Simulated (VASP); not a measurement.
Data:

```xyz
2
Lattice="0.0000 2.2522 2.2522 2.2522 0.0000 2.2522 2.2522 2.2522 0.0000" Properties=species:S:1:pos:R:3 pbc="T T T"
Na     0.0000     0.0000     0.0000
F      2.2522     2.2522     2.2522
```

The numbers are results of LDA (Ceperley-Alder, Perdew-Zunger), VASP's LDA PAW potentials (set 64) (plane waves; VASP), not measurements. Run with 520 eV cut-off, 10×10×10 Γ-centred mesh, Gaussian smearing of 0.010 eV, potentials Na_pv F.

Task: Give the electronic dielectric tensor ε∞ (DFPT, local fields included).

Result: 
```
1.92  0.00  0.00
0.00  1.92  0.00
0.00  0.00  1.92
```

Task: Give the Born effective charges.

Result: 
```
atom   Z*xx   Z*yy   Z*zz   mean
----  -----  -----  -----  -----
Na1    0.99   0.99   0.99   0.99
F2    -0.99  -0.99  -0.99  -0.99
```

Task: And the static tensor with the ions free?

Result: 
```
4.52  0.00  0.00
0.00  4.52  0.00
0.00  0.00  4.52
```

Task: Which frequencies do the optical Γ-point modes have (no LO-TO splitting)?

Result: 280 (×3) cm⁻¹.

The compound is NaF in the rock salt structure. It was relaxed first, which changed the volume by -8 %.
